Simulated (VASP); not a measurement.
# A VASP study of Ta3Ti2 (PBE + D3): structure first, properties next, part 2 of 7

Wanted: the relaxed cell of Ta3Ti2 and its properties. The cell is invented: other elements were put on sites of a known structure type. It may not be a known or stable phase.

VASP 6.6.1; PBE with D3; plane waves and PAW (Ti_sv, Ta_pv); invented cell.

So far: Set-up; Rough relaxation of the start cell.

## Step 2: Rough relaxation of the start cell (continued)

Parts of OUTCAR (step 2):

```text
ion  position               nearest neighbor table
   1  0.500  0.000  0.262-   5 2.41   5 2.41   3 2.42   3 2.42   3 2.42   3 2.42   4 2.50
   2  0.000  0.500  0.738-   5 2.41   5 2.41   4 2.42   4 2.42   4 2.42   4 2.42   3 2.50
   3  0.000  0.500  0.365-   1 2.42   1 2.42   1 2.42   1 2.42   2 2.50   4 2.95   4 2.95   4 2.95
                             4 2.95   5 2.95   5 2.95
   4  0.500  0.000  0.635-   2 2.42   2 2.42   2 2.42   2 2.42   1 2.50   3 2.95   3 2.95   3 2.95
                             3 2.95   5 2.95   5 2.95
   5  0.500  0.500  0.000-   1 2.41   2 2.41   1 2.41   2 2.41   3 2.95   4 2.95   4 2.95   3 2.95

  LATTYP: Found a simple tetragonal cell.
 ALAT       =     3.2865904900
 C/A-ratio  =     2.0440593954

 Subroutine GETGRP returns: Found  8 space group operations
 (whereof  8 operations were pure point group operations)

The static configuration has the point symmetry D_2d.

 Found     12 irreducible k-points:

   k-points           NKPTS =     12   k-points in BZ     NKDIM =     12   number of bands    NBANDS=     35

   dimension x,y,z NGX =    16 NGY =   16 NGZ =   36
   dimension x,y,z NGXF=    32 NGYF=   32 NGZF=   72

   ENCUT  =  400.0 eV  29.40 Ry    5.42 a.u.   5.36  5.36 10.96*2*pi/ulx,y,z

   NELECT =      57.0000    total number of electrons

 k-points in reciprocal lattice and weights: Automatic mesh
   0.00000000  0.00000000  0.00000000       0.013
   0.20000000  0.00000000  0.00000000       0.053
   0.40000000  0.00000000  0.00000000       0.053
   0.20000000  0.20000000  0.00000000       0.053
   0.40000000  0.20000000  0.00000000       0.107
   0.40000000  0.40000000  0.00000000       0.053
   0.00000000  0.00000000  0.33333333       0.027
   0.20000000  0.00000000  0.33333333       0.107
   0.40000000  0.00000000  0.33333333       0.107
   0.20000000  0.20000000  0.33333333       0.107
   0.40000000  0.20000000  0.33333333       0.213
   0.40000000  0.40000000  0.33333333       0.107

 Edisp (eV)   -2.52244

 average (electrostatic) potential at core
       1 -74.0575       2 -74.0575       3 -35.5360       4 -35.5360       5 -36.1513

 E-fermi :   6.4302

 k-point     1 :       0.0000    0.0000    0.0000
  band No.  band energies     occupation
    ...
     22       2.8759      2.00000
     23       3.7858      2.00000
     24       4.8422      2.00000
     25       4.9035      2.00000
     26       6.0281      2.01545
     27       6.7359     -0.05277
     28       6.7359     -0.05277
     29       7.0587     -0.00008
     30       7.0587     -0.00008
     31       8.1346     -0.00000
    ...

 k-point     2 :       0.2000    0.0000    0.0000
  band No.  band energies     occupation
    ...
     23       4.1378      2.00000
     24       5.1411      2.00000
     25       5.3241      2.00000
     26       5.6578      2.00000
     27       6.3746      1.45125
     28       6.5277      0.27416
     29       6.6724     -0.07085
     30       6.7866     -0.03027
     31       7.6110     -0.00000
     32       7.8060     -0.00000
    ...

 k-point     3 :       0.4000    0.0000    0.0000
  band No.  band energies     occupation
    ...
     24       5.1943      2.00000
     25       5.5374      2.00000
     26       5.9650      2.00486
     27       6.0602      2.02515
     28       6.2015      2.06867
     29       6.7855     -0.03073
     30       6.9535     -0.00136
     31       6.9881     -0.00058
     32       7.4228     -0.00000
     33       7.5656     -0.00000
    ...

 Edisp (eV)   -2.51471

  Total      -0.03129    -0.03129    -0.16892     0.00000     0.00000     0.00000
  in kB      -0.55168    -0.55168    -2.97795     0.00000     0.00000     0.00000
  external pressure =       -1.36 kB  Pullay stress =        0.00 kB

  energy-cutoff  :      400.00
  volume of cell :       90.88
      direct lattice vectors                 reciprocal lattice vectors
     3.073662768 -0.000000000  0.000000000     0.325344735  0.000000000  0.000000000
     0.000000000  3.073662768 -0.000000000    -0.000000000  0.325344735  0.000000000
     0.000000000 -0.000000000  9.619589286    -0.000000000  0.000000000  0.103954542

 POSITION                                       TOTAL-FORCE (eV/Angst)
 -----------------------------------------------------------------------------------
      1.53683     -0.00000      2.22297         0.000000     -0.000000      0.038198
      0.00000      1.53683      7.39662        -0.000000      0.000000     -0.038198
      0.00000      1.53683      3.94171        -0.000000      0.000000     -0.035833
      1.53683     -0.00000      5.67788        -0.000000     -0.000000      0.035833
      1.53683      1.53683      0.00000         0.000000     -0.000000      0.000000
 -----------------------------------------------------------------------------------
    total drift:                                0.000000      0.000000      0.000000

  FREE ENERGIE OF THE ION-ELECTRON SYSTEM (eV)
  ---------------------------------------------------
  free  energy   TOTEN  =       -50.8861106947 eV

  energy  without entropy=      -50.8918340269  energy(sigma->0) =      -50.88801847

 reached required accuracy - stopping structural energy minimisation

 total charge
# of ion       s       p       d       tot
------------------------------------------
    1        2.247   6.140   1.981  10.368
    2        2.247   6.140   1.981  10.368
    3        0.407   6.160   2.505   9.073
    4        0.407   6.160   2.505   9.073
    5        0.411   6.077   2.339   8.827
--------------------------------------------------
tot          5.719  30.677  11.312  47.708

[... 3 further parts left out ...]
```

CONTCAR:

```
Ta3Ti2
   1.00000000000000
     3.0736627678645152   -0.0000000000000000    0.0000000000000000
     0.0000000000000000    3.0736627678645152   -0.0000000000000000
     0.0000000000000000   -0.0000000000000000    9.6195892859364776
  Ti              Ta
     2     3
Direct
     0.5000000000000000    0.0000000000000000    0.2310881688528421
     0.0000000000000000    0.5000000000000000    0.7689118311471579
     0.0000000000000000    0.5000000000000000    0.4097589084000061
     0.5000000000000000    0.0000000000000000    0.5902410915999940
     0.5000000000000000    0.5000000000000000    0.0000000000000000
```

This run has no spin polarisation. Its electron count is odd, so without a moment it is a metal by construction. The k-mesh is coarse for a metal. This relaxation is a rough one on cheap settings, only to bring the start near its minimum. After so large a change of volume the plane waves of the start cell no longer fit, so the final stress carries a basis-set error. Dispersion corrections of this kind ignore metallic screening and tend to overbind metals. The run keeps the 8 symmetry operations of its start, so it cannot find a distortion of lower symmetry.

The steps of the relaxation (22 of 38):

```csv
step,energy less that of the first step (eV),largest force (eV/Å),pressure (GPa),volume (Å³)
1,0.0000,1.7978,54.81,72.57
3,158.8543,1.8725,-124.29,543.17
5,3.3218,1.0479,-26.58,146.47
6,2.6189,1.0601,-26.30,142.26
8,2.0342,1.1217,86.29,66.11
10,-3.3195,1.6715,-0.22,92.20
12,-3.6857,1.1973,2.43,90.61
13,-3.6853,2.6533,13.28,87.83
15,-4.1548,0.6647,0.52,92.86
17,-4.4216,0.3634,-3.91,95.90
19,-4.4909,0.8274,-2.19,93.93
20,-4.4976,0.6121,-2.93,94.71
22,-4.5466,0.4854,1.40,91.65
24,-4.5893,0.3637,-0.62,92.22
26,-4.6329,0.0422,0.91,90.80
27,-4.6348,0.1867,1.45,90.40
29,-4.6517,0.3624,-0.06,90.94
31,-4.6602,0.2320,-0.18,90.89
33,-4.6649,0.1527,-0.05,90.72
34,-4.6660,0.0719,0.07,90.67
36,-4.6662,0.1056,0.44,90.56
38,-4.6669,0.0382,-0.14,90.88
```

```csv
cell as run,before,after,change
a (Å),3.287,3.074,-6.5 %
b (Å),3.287,3.074,-6.5 %
c (Å),6.718,9.620,+43.2 %
volume (Å³/atom),14.51,18.18,+25.2 %
```

The atoms that moved most (Å, as changes of fractional coordinates times the final cell):

| atom | dx | dy | dz | length |
| --- | --- | --- | --- | --- |
| Ta4 | 0.000 | 0.000 | -0.428 | 0.428 |
| Ta3 | 0.000 | 0.000 | 0.428 | 0.428 |
| Ti1 | 0.000 | 0.000 | -0.299 | 0.299 |
| Ti2 | 0.000 | 0.000 | 0.299 | 0.299 |

Final coordinates:

```xyz
5
Lattice="3.0737 0.0000 0.0000 0.0000 3.0737 0.0000 0.0000 0.0000 9.6196" Properties=species:S:1:pos:R:3 pbc="T T T"
Ti    1.5368    0.0000    2.2230
Ti    0.0000    1.5368    7.3966
Ta    0.0000    1.5368    3.9417
Ta    1.5368    0.0000    5.6779
Ta    1.5368    1.5368    0.0000
```

Numbers from this step:

- electrons: 57
- bands: 35
- irreducible k-points: 12
- symmetry operations: 8
- free energy (TOTEN): -50.8861 eV
- energy at zero smearing: -50.8880 eV
- Fermi energy: 6.430 eV
- pressure: -0.1360 GPa
- metallic: yes
- SCF cycles over all ionic steps: 837

It ends with a largest force of 0.038 eV/Å and a pressure of -0.14 GPa.

(Part 2 of 7 ends here.)

[Lines on the potential files, build, host, timing and source positions are cut from VASP's logs without a mark.]

[Logs are printed without paths, hosts, clocks, repeated set-up lines and the standing remarks that a program may print on its own settings, such as how far it seeks lower states.]

[Hosts, paths, dates, database ids (printed as entryN), source tags and the programs' standing remarks are cut or masked in the printed files.]

[A measured line is paired with the nearest computed mode of its activity, which favours agreement.]
